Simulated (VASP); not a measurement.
GePd (relaxed from the rocksalt structure, space group Fm-3m): computed properties

These are r2SCAN meta-GGA, VASP's PBE PAW potentials (set 64) (plane waves; VASP 6.6.1) values and carry that method's errors.

* **space group**: Fm-3m (225)
* **cell**: a = b = c = 5.162 Å, α = β = γ = 90.00°
* **volume per atom**: 17.20 Å^3/atom
* **band gap (over mesh and band path)**: none (metal, semimetal or under 0.01 eV)
* **density**: 8.64 g/cm³

Space group Fm-3m (No. 225); a = b = c = 5.1623 Å, α = β = γ = 90.00°

```tsv
atom	site	symmetry	x	y	z
Ge	4a	m-3m	0.0000	0.0000	0.0000
Pd	4b	m-3m	0.5000	0.5000	0.5000
```
(The calculation used a cell of 2 atoms; values per cell refer to that cell.)

The structure was generated: GePd was put into the rocksalt type (Fm-3m), which need not be its known phase. It was relaxed first, which changed the volume by -15 %. Symmetry was kept, so distortions that lower it aren't found.
